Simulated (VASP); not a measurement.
Crystal: HfO2.

```xyz
6
Lattice="3.6043 0.0000 0.0000 0.0000 3.6043 0.0000 0.0000 0.0000 5.2636" Properties=species:S:1:pos:R:3 pbc="T T T"
Hf    1.8022    1.8022    2.6318
Hf    0.0000    0.0000    0.0000
O     0.0000    1.8022    3.6492
O     1.8022    0.0000    4.2461
O     1.8022    0.0000    1.6144
O     0.0000    1.8022    1.0174
```

Measurements of this composition are mostly on another form, of space group No. 14.

| Property | Result |
| --- | --- |
| Program | VASP 6.6.1 |
| Task | relaxation of cell and atoms |
| Functional | LDA |
| Potentials or basis | VASP PAW LDA potentials, release 64 (Hf_pv, O) |
| Cutoff | 600 eV |
| k mesh | 6 × 6 × 4 |
| Occupations | fermi-dirac, width 0.05 eV |
| Spin | no spin polarisation |

At the start: pressure -16.3 GPa; volume 11.40 Å³/atom.

Problem. Where does the relaxation end?

Solution. Over 16 steps the energy falls by 46.7 meV/atom and the volume is 10.50 Å³/atom (-7.9 %); space group P4_2/nmc (No. 137, to 0.05 Å).

The path:
| step | energy change (eV) | largest force (eV/Å) | pressure (GPa) | volume (Å³) |
| --- | --- | --- | --- | --- |
| 1 | 0.0000 | 0.1506 | -16.34 | 68.38 |
| 2 | 0.4546 | 1.1372 | 37.25 | 57.51 |
| 3 | -0.2397 | 0.2578 | -0.71 | 64.09 |
| 4 | -0.2399 | 0.2702 | -0.24 | 63.98 |
| 5 | -0.2398 | 0.2796 | 0.15 | 63.89 |
| 6 | -0.2542 | 0.2418 | 0.26 | 63.66 |
| 7 | -0.2668 | 0.1451 | 0.92 | 62.95 |
| 8 | -0.2679 | 0.1646 | 0.72 | 63.11 |
| 9 | -0.2773 | 0.0602 | -0.61 | 63.25 |
| 10 | -0.2786 | 0.0115 | -1.25 | 63.32 |
| 11 | -0.2793 | 0.0123 | 0.86 | 62.78 |
| 12 | -0.2801 | 0.0119 | -0.02 | 63.01 |
| 13 | -0.2802 | 0.0139 | 0.07 | 62.98 |
| 14 | -0.2802 | 0.0151 | 0.13 | 62.96 |
| 15 | -0.2802 | 0.0080 | -0.12 | 63.00 |
| 16 | -0.2802 | 0.0090 | -0.08 | 62.99 |

Final structure:
```
Hf O
1.0
     3.52446    0.00000    0.00000
     0.00000    3.52446    0.00000
     0.00000    0.00000    5.07101
Hf O
2 4
Direct
  0.50000 0.50000 0.50000
  0.00000 0.00000 0.00000
  0.00000 0.50000 0.70571
  0.50000 0.00000 0.79429
  0.50000 0.00000 0.29429
  0.00000 0.50000 0.20571
```
